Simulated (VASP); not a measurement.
# Zr4Tl (Pm-3m) in VASP: notebook

One crystal, Zr4Tl, is run at these levels: PBE; tasks: single point, relaxation of cell and atoms.

Everything below comes from runs of VASP 6.6.1. Logs are shortened: lines on timing, memory, paths and dates and some standing lists are left out, and cuts for length are marked.

### Step 1. The cell of the first run

The structure is cubic, space group Pm-3m (No. 221). Conventional cell: a = 5.298 Å, b = 5.298 Å, c = 5.298 Å, α = 90.00°, β = 90.00°, γ = 90.00°. Zr (site symmetry 4/mmm) is surrounded by 2 Tl at 2.65 Å. Zr (site symmetry m-3m) has 12 Zr at 3.75 Å as nearest neighbours. Around Tl (site symmetry m-3m) lie 6 Zr at 2.65 Å.

The cell was built by a generator and needn't be a form met in nature.

### Step 2. Single point, PBE (species swapped into the Fe4N type (Pm-3m, No. 221))

File INCAR:

```
ALGO     = Normal         # electronic algorithm
EDIFF    = 1E-6           # SCF threshold, eV
ENCUT    = 520            # plane-wave cutoff, eV
GGA      = PE             # functional
ISIF     = 2              # what is computed and relaxed
ISMEAR   = 0              # smearing method
LASPH    = T              # aspherical terms in the spheres
LCHARG   = T              # write CHGCAR
LELF     = T              # ELF
LREAL    = F              # projectors in reciprocal space
LVHAR    = T            
LWAVE    = F              # write WAVECAR
NBANDS   = 38             # bands
NELM     = 100            # most SCF steps
PREC     = Accurate       # precision mode
SIGMA    = 0.1            # smearing width, eV
```

File KPOINTS:

```
k-points
0
Gamma
  4 4 4
```

File POSCAR:

```
Zr4Tl
1.0
    5.2978187590      0.0000000000      0.0000000000
    0.0000000000      5.2978187590      0.0000000000
    0.0000000000      0.0000000000      5.2978187590
Zr Tl
4 1
Direct
    0.0000000000      0.5000000000      0.5000000000
    0.5000000000      0.5000000000      0.0000000000
    0.5000000000      0.0000000000      0.5000000000
    0.0000000000      0.0000000000      0.0000000000
    0.5000000000      0.5000000000      0.5000000000
```

Potentials or basis: VASP PAW PBE potentials, release 64 (Zr_sv, Tl_d).

Started as:

```sh
cat potpaw_PBE.64/Zr_sv/POTCAR potpaw_PBE.64/Tl_d/POTCAR > POTCAR
mpirun -np 1 vasp_std > vasp.out
```

OUTCAR:

```text
EDIFF = 1E-6
   ENCUT = 520
   GGA = PE
   ISIF = 2
   ISMEAR = 0
   LASPH = T
   LREAL = F
   NELM = 100
   PREC = Accurate

 ion  position               nearest neighbor table
   1  0.000  0.500  0.500-   5 2.65   5 2.65   4 3.75   2 3.75   2 3.75   4 3.75   3 3.75   4 3.75
                             4 3.75   2 3.75   3 3.75   3 3.75   2 3.75   3 3.75
   2  0.500  0.500  0.000-   5 2.65   5 2.65   4 3.75   1 3.75   1 3.75   3 3.75   3 3.75   3 3.75
                             4 3.75   3 3.75   1 3.75   4 3.75   1 3.75   4 3.75
   3  0.500  0.000  0.500-   5 2.65   5 2.65   4 3.75   1 3.75   2 3.75   4 3.75   1 3.75   2 3.75
                             2 3.75   2 3.75   1 3.75   4 3.75   4 3.75   1 3.75
   4  0.000  0.000  0.000-   1 3.75   2 3.75   3 3.75   1 3.75   3 3.75   1 3.75   2 3.75   1 3.75
                             2 3.75   3 3.75   3 3.75   2 3.75
   5  0.500  0.500  0.500-   1 2.65   2 2.65   3 2.65   2 2.65   3 2.65   1 2.65

  LATTYP: Found a simple cubic cell.
 ALAT       =     5.2978187590

  Lattice vectors:

 A1 = (   5.2978187590,   0.0000000000,   0.0000000000)
 A2 = (   0.0000000000,   5.2978187590,   0.0000000000)
 A3 = (   0.0000000000,   0.0000000000,   5.2978187590)

Analysis of symmetry for initial positions (statically):
=====================================================================
 Subroutine PRICEL returns:
 Original cell was already a primitive cell.

 Routine SETGRP: Setting up the symmetry group for a
 simple cubic supercell.

 Subroutine GETGRP returns: Found 48 space group operations
 (whereof 48 operations were pure point group operations)
 out of a pool of 48 trial point group operations.

The static configuration has the point symmetry O_h .

Analysis of symmetry for dynamics (positions and initial velocities):
=====================================================================
 Subroutine PRICEL returns:
 Original cell was already a primitive cell.

 Routine SETGRP: Setting up the symmetry group for a
 simple cubic supercell.

 Subroutine GETGRP returns: Found 48 space group operations
 (whereof 48 operations were pure point group operations)
 out of a pool of 48 trial point group operations.

The dynamic configuration has the point symmetry O_h .

 Subroutine INISYM returns: Found 48 space group operations
 (whereof 48 operations are pure point group operations),
 and found     1 'primitive' translations

----------------------------------------------------------------------------------------

                                     Primitive cell

  volume of cell :     148.6933

  direct lattice vectors                    reciprocal lattice vectors
     5.297818759  0.000000000  0.000000000     0.188756929  0.000000000  0.000000000
     0.000000000  5.297818759  0.000000000     0.000000000  0.188756929  0.000000000
     0.000000000  0.000000000  5.297818759     0.000000000  0.000000000  0.188756929

  length of vectors
     5.297818759  5.297818759  5.297818759     0.188756929  0.188756929  0.188756929

  position of ions in fractional coordinates (direct lattice)
     0.000000000  0.500000000  0.500000000
     0.500000000  0.500000000  0.000000000
     0.500000000  0.000000000  0.500000000
     0.000000000  0.000000000  0.000000000
     0.500000000  0.500000000  0.500000000

  ion indices of the primitive-cell ions
   primitive index   ion index
                 1           1
                 2           2
                 3           3
                 4           4
                 5           5

----------------------------------------------------------------------------------------

 KPOINTS: k-points

Automatic generation of k-mesh.
 Grid dimensions read from file:
 generate k-points for:    4    4    4

 Generating k-lattice:

  Cartesian coordinates                     Fractional coordinates (reciprocal lattice)
     0.047189232  0.000000000  0.000000000     0.250000000  0.000000000  0.000000000
     0.000000000  0.047189232  0.000000000     0.000000000  0.250000000  0.000000000
     0.000000000  0.000000000  0.047189232     0.000000000  0.000000000  0.250000000

  Length of vectors
     0.047189232  0.047189232  0.047189232

  Shift w.r.t. Gamma in fractional coordinates (k-lattice)
     0.000000000  0.000000000  0.000000000

 Subroutine IBZKPT returns following result:
 ===========================================

 Found     10 irreducible k-points:

 Following reciprocal coordinates:
            Coordinates               Weight
  0.000000  0.000000  0.000000      1.000000
  0.250000  0.000000  0.000000      6.000000
  0.500000  0.000000  0.000000      3.000000
  0.250000  0.250000  0.000000     12.000000
  0.500000  0.250000  0.000000     12.000000
  0.500000  0.500000  0.000000      3.000000
  0.250000  0.250000  0.250000      8.000000
  0.500000  0.250000  0.250000     12.000000
  0.500000  0.500000  0.250000      6.000000
  0.500000  0.500000  0.500000      1.000000
   k-points           NKPTS =     10   k-points in BZ     NKDIM =     10   number of bands    NBANDS=     38
   number of dos      NEDOS =    301   number of ions     NIONS =      5
   total plane-waves  NPLWV =  64000
   dimension x,y,z NGX =    40 NGY =   40 NGZ =   40
   dimension x,y,z NGXF=    80 NGYF=   80 NGZF=   80
   ions per type =               4   1
   NGX,Y,Z   is equivalent  to a cutoff of  12.55, 12.55, 12.55 a.u.
   NGXF,Y,Z  is equivalent  to a cutoff of  25.10, 25.10, 25.10 a.u.
 SYSTEM =  unknown system
   PREC   = accura    normal or accurate (medium, high low for compatibility)
   ISTART =      0    job   : 0-new  1-cont  2-samecut
   ICHARG =      2    charge: 1-file 2-atom 10-const
   ISPIN  =      1    spin polarized calculation?
   LNONCOLLINEAR =      F non collinear calculations
   LSORBIT =      F    spin-orbit coupling
   LASPH  =      T    aspherical Exc in radial PAW
   ENCUT  =  520.0 eV  38.22 Ry    6.18 a.u.   9.85  9.85  9.85*2*pi/ulx,y,z
   NELM   =    100;   NELMIN=  2; NELMDL= -5     # of ELM steps
   EDIFF  = 0.1E-05   stopping-criterion for ELM
   LREAL  =      F    real-space projection
   EDIFFG = 0.1E-04   stopping-criterion for IOM
   NSW    =      0    number of steps for IOM
   IBRION =     -1    ionic relax: 0-MD 1-quasi-New 2-CG
   NFREE  =      0    steps in history (QN), initial steepest desc. (CG)
   ISIF   =      2    stress and relaxation
   ISYM   =      2    0-nonsym 1-usesym 2-fastsym
   POTIM  = 0.5000    time-step for ionic-motion
   TEBEG  =    0.0;   TEEND  =   0.0 temperature during run
   PSTRESS=    0.0 pullay stress
   NELECT =      61.0000    total number of electrons
   NUPDOWN=      -1.0000    fix difference up-down
   EMIN   =  10.00;   EMAX   =-10.00  energy-range for DOS
   EFERMI =   0.00;   METHOD = LEGACY
   ISMEAR =     0;   SIGMA  =   0.10  broadening in eV -4-tet -1-fermi 0-gaus
   EFERMI_NEDOS =   21; number of points for ismear=-14 and -15
   IALGO  =     38    algorithm
   IMIX   =      4    mixing-type and parameters
     AMIX     =   0.40;   BMIX     =  1.00
     AMIX_MAG =   1.60;   BMIX_MAG =  1.00
  volume/ion in A,a.u.               =      29.74       200.69
  Fermi-wavevector in a.u.,A,eV,Ry     =   1.216432  2.298722 20.132619  1.479706
  Thomas-Fermi vector in A             =   2.351786
   LORBIT       =      0    0 simple, 1 ext, 2 COOP (PROOUT), +10 PAW based schemes
   GGA     = PE    functional components
   LHFCALC =     F    Hartree Fock is set to
   AEXX    =    0.0000 exact exchange contribution
   IVDW    =     0    specifies the selected vdW correction
   LEPSILON=     F    determine dielectric tensor
   LRPA    =     F    only Hartree local field effects (RPA)
 non-spin polarized calculation
 Gauss-broadening in eV      SIGMA  =   0.10
  energy-cutoff  :      520.00
  volume of cell :      148.69
 maximum number of plane-waves:      4032
 NGX is ok and might be reduce to    40
   NGX = 19   NGY = 19   NGZ = 19

 number of electron      61.0000005 magnetization

 Free energy of the ion-electron system (eV)
  ---------------------------------------------------
  ext. energy  EPLUGINS =         0.00000000
  ---------------------------------------------------
  free energy    TOTEN  =       -30.38469001 eV

  energy without entropy =      -30.28929952  energy(sigma->0) =      -30.33699476

 E-fermi :   6.2469     XC(G=0):  -9.9210

 val. band max:        6.2183825842   @ k =   0.5000   0.2500   0.0000
 cond. band min:       6.2671117400   @ k =   0.5000   0.5000   0.2500
 fundamental gap:      0.0487291558
 Fermi energy:         6.2468549094

 k-point     1 :       0.0000    0.0000    0.0000
  band No.  band energies     occupation
      1     -43.4967      2.00000
      2     -43.0345      2.00000
      3     -43.0159      2.00000
      4     -43.0159      2.00000
      5     -21.4177      2.00000
      6     -21.4177      2.00000
[... 30 lines left out ...]
     37       9.4742      0.00000
     38       9.4819      0.00000

 k-point     2 :       0.2500    0.0000    0.0000
  band No.  band energies     occupation
      1     -43.4967      2.00000
      2     -43.0320      2.00000
      3     -43.0176      2.00000
      4     -43.0158      2.00000
      5     -21.4148      2.00000
      6     -21.4148      2.00000
[... 30 lines left out ...]
     37       8.5634      0.00000
     38       8.6565      0.00000

 k-point     3 :       0.5000    0.0000    0.0000
  band No.  band energies     occupation
      1     -43.4966      2.00000
      2     -43.0285      2.00000
      3     -43.0202      2.00000
      4     -43.0158      2.00000
      5     -21.4118      2.00000
      6     -21.4118      2.00000
[... 30 lines left out ...]
     37       7.9151      0.00000
     38       7.9732      0.00000

 k-point     4 :       0.2500    0.2500    0.0000
  band No.  band energies     occupation
      1     -43.4966      2.00000
      2     -43.0296      2.00000
      3     -43.0181      2.00000
      4     -43.0169      2.00000
      5     -21.4160      2.00000
      6     -21.4122      2.00000
[... 30 lines left out ...]
     37       8.1334      0.00000
     38       8.4860      0.00000

 k-point     5 :       0.5000    0.2500    0.0000
  band No.  band energies     occupation
      1     -43.4965      2.00000
      2     -43.0262      2.00000
      3     -43.0202      2.00000
      4     -43.0172      2.00000
      5     -21.4134      2.00000
      6     -21.4121      2.00000
[... 30 lines left out ...]
     37       7.8487      0.00000
     38       8.0073      0.00000

 k-point     6 :       0.5000    0.5000    0.0000
  band No.  band energies     occupation
      1     -43.4965      2.00000
      2     -43.0221      2.00000
      3     -43.0203      2.00000
      4     -43.0203      2.00000
      5     -21.4150      2.00000
      6     -21.4150      2.00000
[... 30 lines left out ...]
     37       7.8064      0.00000
     38       7.8628      0.00000

 k-point     7 :       0.2500    0.2500    0.2500
  band No.  band energies     occupation
      1     -43.4966      2.00000
      2     -43.0275      2.00000
      3     -43.0181      2.00000
      4     -43.0181      2.00000
      5     -21.4167      2.00000
      6     -21.4167      2.00000
[... 30 lines left out ...]
     37       7.7787      0.00000
     38       8.3335      0.00000

 k-point     8 :       0.5000    0.2500    0.2500
  band No.  band energies     occupation
      1     -43.4965      2.00000
      2     -43.0243      2.00000
      3     -43.0202      2.00000
      4     -43.0180      2.00000
      5     -21.4173      2.00000
      6     -21.4156      2.00000
[... 30 lines left out ...]
     37       7.4170      0.00000
     38       8.4198      0.00000

 k-point     9 :       0.5000    0.5000    0.2500
  band No.  band energies     occupation
      1     -43.4965      2.00000
      2     -43.0212      2.00000
      3     -43.0202      2.00000
      4     -43.0202      2.00000
      5     -21.4190      2.00000
      6     -21.4190      2.00000
[... 30 lines left out ...]
     37       7.2198      0.00000
     38       8.5267      0.00000

 k-point    10 :       0.5000    0.5000    0.5000
  band No.  band energies     occupation
      1     -43.4965      2.00000
      2     -43.0202      2.00000
      3     -43.0202      2.00000
      4     -43.0202      2.00000
      5     -21.4231      2.00000
      6     -21.4231      2.00000
[... 30 lines left out ...]
     37       6.9967      0.00000
     38       8.7400      0.00000

------------------------ aborting loop because EDIFF is reached ----------------------------------------

  FORCE on cell =-STRESS in cart. coord.  units (eV):
  Direction    XX          YY          ZZ          XY          YZ          ZX
  --------------------------------------------------------------------------------------
  -------------------------------------------------------------------------------------
  Total        0.1915274      0.1915274      0.1915274     -0.0000000     -0.0000000      0.0000000
  in kB        2.0637175      2.0637175      2.0637175     -0.0000000     -0.0000000      0.0000000
  external PRESSURE =       2.0637175 kB  Pullay stress =       0.0000000 kB

 VOLUME and BASIS-vectors are now :
 -----------------------------------------------------------------------------
  energy-cutoff  :      520.00
  volume of cell :      148.69
      direct lattice vectors                 reciprocal lattice vectors
     5.297818759  0.000000000  0.000000000     0.188756929  0.000000000  0.000000000
     0.000000000  5.297818759  0.000000000     0.000000000  0.188756929  0.000000000
     0.000000000  0.000000000  5.297818759     0.000000000  0.000000000  0.188756929

 POSITION                                       TOTAL-FORCE (eV/Angst)
 -----------------------------------------------------------------------------------
      0.00000      2.64891      2.64891         0.000000      0.000000      0.000000
      2.64891      2.64891      0.00000         0.000000      0.000000      0.000000
      2.64891      0.00000      2.64891         0.000000      0.000000      0.000000
      0.00000      0.00000      0.00000         0.000000      0.000000      0.000000
      2.64891      2.64891      2.64891         0.000000      0.000000      0.000000
 -----------------------------------------------------------------------------------
    total drift:                                0.000000      0.000000     -0.000000

  FREE ENERGIE OF THE ION-ELECTRON SYSTEM (eV)
  ---------------------------------------------------
  free  energy   TOTEN  =       -30.3846900083 eV

  energy  without entropy=      -30.2892995200  energy(sigma->0) =      -30.33699476
```

It took 48 s on 1 thread of Intel Xeon Platinum 8488C (Sapphire Rapids), shared host; peak memory 0.26 GiB.

What came out:

```
Free energy            : -30.3847 eV
Pressure               : 0.2 GPa
Band gap on the k mesh : none (metal or under the smearing width)
```

The run has no spin-orbit coupling, so splittings on Tl are missing.

(Part 1 of 2 ends here.)
